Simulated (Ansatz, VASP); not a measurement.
## SiGe in two plane-wave programs

Wanted: the spread between two codes on one cell, functional and k mesh. The cell is generated by rule, not measured, and may not be a known phase. The cell is taken from a series of runs on this material, whose earlier steps may have relaxed, scaled, displaced or heated it; both programs get it as it stands.

Method: plane waves, with VASP 6.6.1 beside it; relaxation of cell and atoms at LDA, in Ansatz 0.2.0.

The structure was built from a prototype and need not be the compound's stable phase.

## Step 1: Starting point

Symmetry: I-4m2, No. 119, tetragonal system. Conventional cell: a = 3.894 Å, b = 3.894 Å, c = 38.530 Å, α = 90.00°, β = 90.00°, γ = 90.00°. Si has 2 Si at 2.35 Å and 2 Ge at 2.38 Å nearest. Nearest to Si lie 4 Si at 2.35 to 2.36 Å. Nearest to Si lie 4 Si at 2.36 Å. Nearest to Ge lie 2 Si at 2.38 Å and 2 Ge at 2.42 Å. Nearest to Ge lie 4 Ge at 2.41 to 2.42 Å. Farther neighbours are not listed.

## Step 2: Ansatz: relaxation of cell and atoms, LDA, pair 1

Ansatz runs on its PAW soft_1 files.

The relaxed volume is the usual yardstick between codes: in a stiff, nearly cubic crystal its relative difference is about their pressure difference at one cell divided by the bulk modulus.

Input file input.yaml:

```yaml
crystal:
  lattice:
    - [3.8939292773, 8.4551e-06, -2.59974e-05]
    - [8.4551e-06, 3.8939292773, -2.59974e-05]
    - [1.9468352213, 1.9468352213, 19.2652202558]
  atoms:
    - { symbol: Si, position: [-0.0037862223, -0.0037806466, 0.0075769785] }
    - { symbol: Si, position: [0.4618550807, 0.9618517133, 0.0763006138] }
    - { symbol: Si, position: [0.4273454363, 0.4273505796, 0.145308425] }
    - { symbol: Si, position: [0.8928602255, 0.3928540602, 0.2142857143] }
    - { symbol: Si, position: [0.8583637061, 0.8583688495, 0.2832630035] }
    - { symbol: Si, position: [0.3238625724, 0.823859205, 0.3522708147] }
    - { symbol: Si, position: [0.2894949323, 0.2895005081, 0.42099445] }
    - { symbol: Ge, position: [0.7539044915, 0.2539020715, 0.4921810372] }
    - { symbol: Ge, position: [0.7168071959, 0.716808721, 0.5663735884] }
    - { symbol: Ge, position: [0.179850551, 0.6798485863, 0.6402941715] }
    - { symbol: Ge, position: [0.1428585524, 0.1428557333, 0.7142857143] }
    - { symbol: Ge, position: [0.6058656994, 0.1058637347, 0.7882772571] }
    - { symbol: Ge, position: [0.5689055647, 0.5689070899, 0.8621978402] }
    - { symbol: Ge, position: [0.0318122142, 0.5318097943, 0.9363903914] }
kpoints:
  mp_grid: { grid: [8, 8, 2] }
hamiltonian:
  xc: lda
  pseudopotentials: { kind: paw, azcp: { folder: soft_1 }, xc_functional: pbe }
scf:
  occupations: { method: gaussian, width: 0.02 }
output:
  forces: true
  stress: true
  eigenvalues: true
relax:
  adjacent_minimum: "off"
  f_tol: 0.001
  max_steps: 60
  cell: { stress_tol: 0.01 }
```

Started as:

```sh
ansatz run input.yaml --threads 8 --pin off --max-ram 20480MiB --backend cpu --events-out ev --progress --plain --runs-dir out
```

Numbers of over 12 decimals in the logs are rounded to 6 here.

The log of the run:

```text
Warning: 6 symmetry operations that the atoms keep within the bar at which the run's group was sought (crystal.symmetry.tolerance 1.0e-5, or twice it) were not taken beside the 2 unitary ones that the detection took (of a slab, those that keep its plane). If the more symmetric cell is meant, write the vectors of crystal.lattice to more decimals, or, with the positions in fractional coordinates, give it by lengths and [...]
Engine: ansatz 0.2.0, aarch64-unknown-linux-gnu
Pseudopotentials: kind: paw
Pseudopotential: Si, paw, valence charge 4, recommended cutoff 420 eV (normal), soft_1/Si.paw.azcp
Pseudopotential: Ge, paw, valence charge 14, recommended cutoff 420 eV (normal), soft_1/Ge.paw.azcp
Functional definition: SPW92
  exchange = slater_x
  correlation = pw_c
Crystal: 14 atoms, lattice volume = 292.113 Å³
Basis set: ecut = 420 eV, 5773 PW (Γ)
Bands: 77, of which v1, the nominal top of the filled ones, is band 63 counted from 1 (62 counted from 0)
Symmetry: 2 space group operations
Space group: C2 (ITA 5), of the structure as read, at distance tolerance 6.6e-5 Å
k-points: 42 of 128 (time reversal used)
Non-local potential: Si, projectors of the file, l = 0: 2, l = 1: 2, l = 2: 1
Non-local potential: Ge, projectors of the file, l = 0: 2, l = 1: 2, l = 2: 3, l = 3: 1
PAW form: soft (Blöchl's): semilocal exchange-correlation on the pseudo side does not see the compensation charge
PAW frozen core: Si, regenerated for the run's functional, and the local potential with it (the file was generated under x = pbe(κ = 0.804, μ = 0.219515), c = pbe(β = 0.066725))
PAW frozen core: Ge, regenerated for the run's functional, and the local potential with it (the file was generated under x = pbe(κ = 0.804, μ = 0.219515), c = pbe(β = 0.066725))
PAW one-centre angular grid: Si, 110 points (default); XC on 64 Gauss nodes
PAW one-centre angular grid: Ge, 590 points (default); XC on 64 Gauss nodes
Initial density: superposition of atomic densities (chi_scale 0.1, normalization cell, long waves 45 % of neutral atoms (reshape's long-wave potential 1.45 eV rms, cloud 2.31 Å wide))
Initial wavefunctions: pseudopotential atomic-orbital guess
Functional: x = slater, c = lda
SCF iter   1: F=—  HF=-33772.800372 eV  |F-HF|=—  |Δ(HF+E_count)|=         —  Δρ=4.15e-2  dr2=1.99e1  ethr=3.10e-3  ⟨swp⟩=7.7  Hψ=13862  notcnv=0  defer=32
preconditioner: auto → Kerker (q_TF=auto, 2.372 Å⁻¹)  [metal: Δε(μ)=0.009 eV  Ē_g=17.987 eV  σ=0.020 eV  W_gap=0.24  n_scr=66 (ndim 8)  ℏωp=24.4 eV  f_vac=0.000  D(μ)=6.73/eV (n_scr^D=44)]
SCF iter   2: F=—  HF=-33771.759481 eV  |F-HF|=—  |Δ(HF+E_count)|=    1.04e0  Δρ=2.67e-2  dr2=1.29e1  ethr=3.10e-3  ⟨swp⟩=1.4  Hψ=3769  notcnv=0  defer=243
preconditioner: auto → Resta (q_TF=auto, 2.372 Å⁻¹)  ε∞=5.1  [insulator: Δε(μ)=0.056 eV  Ē_g=8.071 eV  σ=0.020 eV  W_gap=0.95  n_scr=66 (ndim 8)  ℏωp=16.3 eV  f_vac=0.000  D(μ)=0.75/eV (n_scr^D=4)  ε∞_Penn≈5.1]
SCF iter   3: F=—  HF=-33770.594555 eV  |F-HF|=—  |Δ(HF+E_count)|=    1.16e0  Δρ=7.58e-3  dr2=1.91e-1  ethr=3.10e-3  ⟨swp⟩=4.2  Hψ=8330  notcnv=0  defer=296
SCF iter   4: F=—  HF=-33770.518455 eV  |F-HF|=—  |Δ(HF+E_count)|=   7.61e-2  Δρ=3.26e-3  dr2=5.06e-2  ethr=1.52e-4  ⟨swp⟩=2.4  Hψ=6584  notcnv=0  defer=302
SCF iter   5: F=—  HF=-33770.507507 eV  |F-HF|=—  |Δ(HF+E_count)|=   1.09e-2  Δρ=1.36e-3  dr2=8.84e-3  ethr=4.01e-5  ⟨swp⟩=2.7  Hψ=5949  notcnv=0  defer=302
SCF iter   6: F=—  HF=-33770.506884 eV  |F-HF|=—  |Δ(HF+E_count)|=   6.23e-4  Δρ=3.00e-4  dr2=8.57e-4  ethr=7.01e-6  ⟨swp⟩=3.0  Hψ=5696  notcnv=0  defer=302
SCF iter   7: F=—  HF=-33770.506923 eV  |F-HF|=—  |Δ(HF+E_count)|=   3.99e-5  Δρ=5.17e-5  dr2=8.15e-5  ethr=6.80e-7  ⟨swp⟩=2.0  Hψ=3234  notcnv=0  defer=302
SCF iter   8: F=—  HF=-33770.506917 eV  |F-HF|=—  |Δ(HF+E_count)|=   6.74e-6  Δρ=2.14e-5  dr2=1.07e-5  ethr=6.47e-8  ⟨swp⟩=2.5  Hψ=5586  notcnv=0  defer=302
SCF iter   9: F=—  HF=-33770.506915 eV  |F-HF|=—  |Δ(HF+E_count)|=   2.09e-6  Δρ=9.04e-6  dr2=2.13e-6  ethr=8.52e-9  ⟨swp⟩=2.0  Hψ=5342  notcnv=0  defer=302
[...]
iter 10 did not close the SCF: its close was put off for the readings that it lacked (scf_convergence_deferred on its scf_iter line)
SCF iter  10: F=-33770.506916 eV  HF=-33770.506916 eV  |F-HF|=7.28e-12  |Δ(HF+E_count)|=  1.46e-11  Δρ=3.15e-9  dr2=4.99e-14  ethr=1.00e-12  ⟨swp⟩=1.0  Hψ=3234  notcnv=0
iter 11 did not close the SCF: its close was put off for the readings that it lacked (scf_convergence_deferred on its scf_iter line)
SCF iter  11: F=-33770.506916 eV  HF=-33770.506916 eV  |F-HF|=2.18e-11  |Δ(HF+E_count)|=  7.28e-12  Δρ=1.46e-9  dr2=7.60e-15  ethr=1.00e-12  ⟨swp⟩=1.0  Hψ=3234  notcnv=0
iter 12 did not close the SCF: its close was put off for the readings that it lacked (scf_convergence_deferred on its scf_iter line)
SCF iter  12: F=-33770.506916 eV  HF=-33770.506916 eV  |F-HF|=2.91e-11  |Δ(HF+E_count)|=  7.28e-12  Δρ=1.50e-9  dr2=1.06e-14  ethr=1.00e-12  ⟨swp⟩=1.0  Hψ=3234  notcnv=0
iter 13 did not close the SCF: its close was put off for the readings that it lacked (scf_convergence_deferred on its scf_iter line)
SCF iter  13: F=-33770.506916 eV  HF=-33770.506916 eV  |F-HF|=1.46e-11  |Δ(HF+E_count)|=    0.00e0  Δρ=1.07e-9  dr2=5.89e-15  ethr=1.00e-12  ⟨swp⟩=1.0  Hψ=3234  notcnv=0
SCF iter  14: F=-33770.506916 eV  HF=-33770.506916 eV  |F-HF|=7.28e-12  |Δ(HF+E_count)|=  7.28e-12  Δρ=2.33e-10  dr2=2.59e-16  ethr=1.00e-12  ⟨swp⟩=2.2  Hψ=7637  notcnv=0
SCF 3 converged in 14 iterations: F = -33770.506916 eV  dr2 = 2.59e-16
relax step   3: F+E_penalty+E_count = -33770.50691595 eV  Δ(F+E_penalty+E_count) = +3.201e-6 eV  max|allowed force component| = 2.001e-4 eV/Å  Δτ_max = 0.0000 Å  P = -0.002 GPa  Ω = 292.086 Å³  stress off target by 2.17e-3 GPa  SCF on the basis re-selected at this cell (its energy is not comparable with the rows above)  (14 SCF iters)
basis re-selected at this cell: Δ(F+E_penalty+E_count) = +3.201e-6 eV, ΔP = +0.000 GPa vs the last step (what re-selecting the basis moved, of the pressure what is left beyond the Pulay correction that the steps carried, after the strain that the cell walked since its last selection, with what the two solves' SCF thresholds leave and, on support functions, any second-order correction that the steps lacked; it is no m [...]
SCF converged after 14 iterations
Free energy (F): -33770.506916 eV
Harris-Foulkes:  -33770.506916 eV  (|F-HF|=7.28e-12)
Internal energy: -33770.506915 eV  (E = F + TS)
E sigma→0 (E₀):  -33770.506915 eV
Entropy (-TS):   -0.000001 eV (-0.000 meV/atom)
Fermi energy:    7.591227 eV
--- Per-component energies (eV) ---
  E_band       = -1084.371511
  E_kinetic    = 941.836479
  E_local      = -36780.234285  (includes V_loc(G=0)·N_el)
  E_nonlocal   = 1715.933483
  E_hartree    = 17960.943252
  E_xc         = -893.930013
  E_vxc        = -798.402178  (∫ρ·V_xc dr)
  E_paw        = -16938.595593  (= ΣΔE_a)
  E_vpaw       = -2085.391903  (= ΣTr[D̂ρ^β])
  E_aug_tail   = 0.000389  (compensation charges beyond the density's cutoff)
  E_ewald      = 209.590773
  E_core_change = 13.948601  (= ΣΔE_core)
  E_smearing   = -0.000001  (= −TS)
  E_closure    = 0.000000  (closes the sum)
  Σ components = -33770.506916   (vs F -33770.506916, Δ=0.00e0)
--- Forces (eV/Å), atoms counted from 1 ---
  atom   1  Si    -0.00002278     0.00002222     0.00016580
  atom   2  Si     0.00002306    -0.00002073    -0.00020012
  atom   3  Si    -0.00002071     0.00002014     0.00003702
  atom   4  Si     0.00002040    -0.00002040     0.00000000
  atom   5  Si    -0.00002014     0.00002071    -0.00003702
  atom   6  Si     0.00002073    -0.00002306     0.00020012
  atom   7  Si    -0.00002222     0.00002278    -0.00016580
  atom   8  Ge     0.00002147    -0.00002132     0.00000791
  atom   9  Ge    -0.00002462     0.00002170    -0.00015679
  atom  10  Ge     0.00002472    -0.00002449    -0.00004578
  atom  11  Ge    -0.00002428     0.00002428    -0.00000000
  atom  12  Ge     0.00002449    -0.00002472     0.00004578
  atom  13  Ge    -0.00002170     0.00002462     0.00015679
  atom  14  Ge     0.00002132    -0.00002147    -0.00000791
  max |Σ_I F_I| component: 2.74e-7 eV/Å
--- Stress (GPa, compression-positive) ---
       -0.001256       0.000026      -0.000139
        0.000026      -0.001256      -0.000139
       -0.000139      -0.000139      -0.002132
  P = ⅓ Tr σ = -0.0015 GPa (-0.015 kbar)
--- Band table (eV; the first three rows and the last of 42) ---
  k-point 0: bands = [... 59 lower, 6.4607, 7.4430, 7.5426, 7.5426, 7.6384, 7.6851, 8.1615, 8.3013, ... 10 higher]
  k-point 1: bands = [... 59 lower, 6.9477, 6.9478, 7.3258, 7.3258, 7.6421, 7.6955, 8.1344, 8.2129, ... 10 higher]
  k-point 2: bands = [... 59 lower, 6.5527, 6.7751, 6.9026, 7.4671, 7.9243, 8.3116, 8.7780, 8.9567, ... 10 higher]
  k-point 41: bands = [... 59 lower, 4.2150, 4.2157, 4.4354, 4.4354, 8.0210, 8.0721, 8.4257, 8.4373, ... 10 higher]
--- Relaxed structure (2 steps of the walk, 2 accepted, 1 SCFs on fresh bases) ---
  F+E_penalty+E_count = -33770.50691595 eV   max|allowed force component| = 2.001e-4 eV/Å   (the final SCF, on the basis selected at the relaxed cell)
  cell:  # Å, volume = 292.0862 Å³
    - [3.893775, 7.2681991853390555e-6, -1.2856917703009608e-5]
    - [7.2681991853390555e-6, 3.893775, -1.2856917703009596e-5]
    - [1.946822, 1.946822, 19.265003]
  atoms:
    - { symbol: Si, position: [-0.003786, -0.00378244, 0.00758137] }
    - { symbol: Si, position: [0.461854, 0.961853, 0.076303] }
    - { symbol: Si, position: [0.427346, 0.427349, 0.145310] }
    - { symbol: Si, position: [0.892860, 0.392855, 0.214286] }
    - { symbol: Si, position: [0.858365, 0.858368, 0.283261] }
    - { symbol: Si, position: [0.323862, 0.823860, 0.352269] }
    - { symbol: Si, position: [0.289497, 0.289500, 0.420990] }
    - { symbol: Ge, position: [0.753900, 0.253900, 0.492185] }
    - { symbol: Ge, position: [0.716805, 0.716803, 0.566379] }
    - { symbol: Ge, position: [0.179848, 0.679849, 0.640295] }
    - { symbol: Ge, position: [0.142860, 0.142854, 0.714286] }
    - { symbol: Ge, position: [0.605865, 0.105866, 0.788276] }
    - { symbol: Ge, position: [0.568911, 0.568910, 0.862192] }
    - { symbol: Ge, position: [0.031814, 0.531815, 0.936386] }
```

In the SCF lines HF is the Harris–Foulkes energy and dr2 the Hartree energy of the density residual, in eV; the loop may stop once dr2 is under the threshold and the program's other checks hold. Hψ counts applications of the Hamiltonian.

(Continued in part 2 of 3.)

[Lines on the potential files, build, host, timing and source positions are cut from VASP's logs without a mark.]

[Logs are printed without paths, hosts, clocks, repeated set-up lines and the standing remarks that a program may print on its own settings, such as how far it seeks lower states.]

[Hosts, paths, dates, database ids (printed as entryN), source tags and the programs' standing remarks are cut or masked in the printed files.]
